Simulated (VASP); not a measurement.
# Zr3MoC (Pm-3m) in VASP: notebook, part 2 of 2

VASP 6.6.1.

## (4) Relaxation of cell and atoms, PW91

File INCAR:

```
SYSTEM = Zr3MoC
  PREC = Accurate
  ENCUT = 600
  EDIFF = 1E-6
  ISMEAR = -1
  SIGMA = 0.05
  LREAL = .FALSE.
  LASPH = .TRUE.
  NELM = 80
  ALGO = Fast
  ISIF = 3
  LWAVE = .FALSE.
  LCHARG = .FALSE.
  GGA = 91
  IBRION = 2
  NSW = 60
  EDIFFG = -0.01
```

File KPOINTS:

```
Automatic mesh
0
G
  5 5 5
  0 0 0
```

File POSCAR:

```
Zr3MoC
1.0
    4.9425100000      0.0000000000      0.0000000000
    0.0000000000      4.9425100000      0.0000000000
    0.0000000000      0.0000000000      4.9425100000
Zr Mo C
3 1 1
Direct
    0.5000000000      0.0000000000      0.0000000000
    0.0000000000      0.5000000000      0.0000000000
    0.0000000000      0.0000000000      0.5000000000
    0.0000000000      0.0000000000      0.0000000000
    0.5000000000      0.5000000000      0.5000000000
```

Potentials or basis: VASP PAW PBE potentials, release 64 (Zr_sv, Mo_sv, C).

On the command line:

```
cat potpaw_PBE.64/Zr_sv/POTCAR potpaw_PBE.64/Mo_sv/POTCAR potpaw_PBE.64/C/POTCAR > POTCAR
mpirun -np 1 vasp_std > vasp.out
```

OUTCAR:

```text
SYSTEM = Zr3MoC
   PREC = Accurate
   ENCUT = 600
   EDIFF = 1E-6
   ISMEAR = -1
   LREAL = .FALSE.
   LASPH = .TRUE.
   NELM = 80
   ISIF = 3
   GGA = 91
   IBRION = 2
   NSW = 60
   EDIFFG = -0.01

 ion  position               nearest neighbor table
   1  0.500  0.000  0.000-   4 2.47   4 2.47   2 3.49   3 3.49   2 3.49   2 3.49   3 3.49   3 3.49
                             3 3.49   2 3.49
   2  0.000  0.500  0.000-   4 2.47   4 2.47   1 3.49   3 3.49   1 3.49   3 3.49   3 3.49   3 3.49
                             1 3.49   1 3.49
   3  0.000  0.000  0.500-   4 2.47   4 2.47   1 3.49   1 3.49   2 3.49   2 3.49   2 3.49   2 3.49
                             1 3.49   1 3.49
   4  0.000  0.000  0.000-   1 2.47   2 2.47   3 2.47   3 2.47   2 2.47   1 2.47
   5  0.500  0.500  0.500-

  LATTYP: Found a simple cubic cell.
[... 183 lines left out ...]
  -------------------------------------------------------------------------------------
  Total        0.7373315      0.7373315      0.7373315     -0.0000000     -0.0000000      0.0000000
  in kB        9.7843217      9.7843217      9.7843217     -0.0000000     -0.0000000      0.0000000
  external PRESSURE =       9.7843217 kB  Pullay stress =       0.0000000 kB
[... 65 lines left out ...]
--------------------------------------- Ionic step        3  -------------------------------------------

 number of electron      54.0000003 magnetization

 Free energy of the ion-electron system (eV)
  ---------------------------------------------------
  ext. energy  EPLUGINS =         0.00000000
  ---------------------------------------------------
  free energy    TOTEN  =       -36.37142948 eV

  energy without entropy =      -36.30833275  energy(sigma->0) =      -36.33988112

 E-fermi :   6.0848     XC(G=0): -10.0553

 val. band max:        6.0559656070   @ k =   0.4000   0.4000   0.2000
 cond. band min:       6.1110683823   @ k =   0.4000   0.0000   0.0000
 fundamental gap:      0.0551027753
 Fermi energy:         6.0848170899

 k-point     1 :       0.0000    0.0000    0.0000
  band No.  band energies     occupation
      1     -53.4791      2.00000
      2     -42.9832      2.00000
      3     -42.9616      2.00000
      4     -42.9616      2.00000
      5     -28.1603      2.00000
      6     -28.1603      2.00000
[... 371 lines left out ...]
  FREE ENERGIE OF THE ION-ELECTRON SYSTEM (eV)
  ---------------------------------------------------
  free  energy   TOTEN  =       -36.3714294805 eV

  energy  without entropy=      -36.3083327518  energy(sigma->0) =      -36.33988112

 reached required accuracy - stopping structural energy minimisation
```

OSZICAR:

```text
N       E                     dE             d eps       ncg     rms          rms(c)
DAV:   1     0.607068062366E+03    0.60707E+03   -0.30744E+04   640   0.182E+03
DAV:   2     0.642429184359E+01   -0.60064E+03   -0.59273E+03   736   0.509E+02
DAV:   3    -0.389804926652E+02   -0.45405E+02   -0.44742E+02  1040   0.106E+02
DAV:   4    -0.417596131574E+02   -0.27791E+01   -0.27609E+01   968   0.230E+01
[... 60 lines left out ...]
RMM:   9    -0.363714178589E+02   -0.17758E-04   -0.10406E-04   990   0.435E-02    0.694E-03
RMM:  10    -0.363714251302E+02   -0.72713E-05   -0.64477E-05   953   0.321E-02    0.131E-02
RMM:  11    -0.363714264959E+02   -0.13657E-05   -0.28351E-05   819   0.246E-02    0.471E-03
RMM:  12    -0.363714284926E+02   -0.19967E-05   -0.21341E-05   740   0.169E-02    0.182E-03
RMM:  13    -0.363714294805E+02   -0.98796E-06   -0.88959E-06   566   0.126E-02
   3 F= -.36371429E+02 E0= -.36339881E+02  d E =-.464824E-02
```

It took 2.9 min on 1 thread of Intel Xeon 6975P-C (Granite Rapids), shared host; peak memory 0.28 GiB.

What came out:

```yaml
Free_energy: -36.3714 eV
Relaxed_volume: 24.45 Å³/atom
Relaxed_cell: a = 4.963 Å, b = 4.963 Å, c = 4.963 Å, α = 90.00°, β = 90.00°, γ = 90.00°
Space_group_after_relaxing_to_0.05_Å: Pm-3m (No. 221)
Energy_gained_by_relaxing: 0.9 meV/atom
Ionic_steps: 3
Pressure_after_relaxing: 0.0 GPa
Band_gap_on_the_k_mesh: none (metal or under the smearing width)
```

Step by step:
```
step  energy change (eV)  largest force (eV/Å)  pressure (GPa)  volume (Å³)
   1              0.0000                0.0000            0.98       120.74
   2             -0.0024                0.0000           -0.66       123.33
   3             -0.0046                0.0000            0.00       122.27
```

Final structure:
```xyz
5
Lattice="4.9633 0.0000 0.0000 0.0000 4.9633 0.0000 0.0000 0.0000 4.9633" Properties=species:S:1:pos:R:3 pbc="T T T"
Zr    2.4816    0.0000    0.0000
Zr    0.0000    2.4816    0.0000
Zr    0.0000    0.0000    2.4816
Mo    0.0000    0.0000    0.0000
C     2.4816    2.4816    2.4816
```

Levels at points of the mesh, in eV from the Fermi level:
```
           k point  band 24  band 25  band 26  band 27  band 28  band 29  band 30  band 31
(0.00, 0.00, 0.00)    -0.83    -0.83    -0.47    -0.41    -0.41    -0.41     1.74     1.74
```

Caveat: the PAW data sets were made with another functional, which shifts forces and pressure a little.

## (5) Relaxation of cell and atoms, optB88-vdW

Changes to INCAR since step 4:

```diff
@@ -13,3 +13,7 @@
   LCHARG = .FALSE.
-  GGA = 91
+  GGA = BO
+  LUSE_VDW = .TRUE.
+  AGGAC = 0.0
+  PARAM1 = 0.1833333333
+  PARAM2 = 0.22
   IBRION = 2
```

KPOINTS is that of step 4.

POSCAR is that of step 4.

On the command line:

```
cat potpaw_PBE.64/Zr_sv/POTCAR potpaw_PBE.64/Mo_sv/POTCAR potpaw_PBE.64/C/POTCAR > POTCAR
mpirun -np 1 vasp_std > vasp.out
```

Run time: 8.4 min. Hardware: 1 thread of Intel Xeon 6975P-C (Granite Rapids), shared host; peak memory 0.6 GiB.

Results (log left out):

```yaml
Free_energy: -23.9567 eV
Relaxed_volume: 24.33 Å³/atom
Relaxed_cell: a = 4.955 Å, b = 4.955 Å, c = 4.955 Å, α = 90.00°, β = 90.00°, γ = 90.00°
Space_group_after_relaxing_to_0.05_Å: Pm-3m (No. 221)
Energy_gained_by_relaxing: 0.3 meV/atom
Ionic_steps: 3
Pressure_after_relaxing: 0.0 GPa
Band_gap_on_the_k_mesh: none (metal or under the smearing width)
```

Step by step:
```csv
step,energy change (eV),largest force (eV/Å),pressure (GPa),volume (Å³)
1,0.0000,0.0000,0.60,120.74
2,-0.0008,0.0000,-0.43,122.33
3,-0.0017,0.0000,-0.01,121.66
```

Final structure:
```
CELL_PARAMETERS angstrom
4.95511 0.00000 0.00000
0.00000 4.95511 0.00000
0.00000 0.00000 4.95511
ATOMIC_POSITIONS crystal
Zr 0.50000 0.00000 0.00000
Zr 0.00000 0.50000 0.00000
Zr 0.00000 0.00000 0.50000
Mo 0.00000 0.00000 0.00000
C 0.50000 0.50000 0.50000
```

Levels at points of the mesh, in eV from the Fermi level:
```csv
k point,band 25,band 26,band 27,band 28,band 29,band 30
"(0.00, 0.00, 0.00)",-0.85,-0.47,-0.39,-0.39,-0.39,1.73
```

Caveat: the PAW data sets were made with another functional, which shifts forces and pressure a little.

## (6) Overview

```tsv
level	gap on the mesh (eV)	pressure (GPa)	relaxed volume (Å³/atom)
BLYP	none	0.0	25.64
AM05	none	0.0	23.43
PW91	none	0.0	24.45
optB88-vdW	none	0.0	24.33
```

Alike in all rows: task relaxation of cell and atoms; potentials or basis VASP PAW PBE potentials, release 64 (Zr_sv, Mo_sv, C); no spin polarisation; cell relaxed; k mesh 5 × 5 × 5; cutoff (eV) 600; smearing fermi-dirac 0.05 eV.

Caveats: the PAW data sets were made with another functional, which shifts forces and pressure a little.

Total energies depend on the potentials used, so only differences within one code and one set of settings carry meaning.
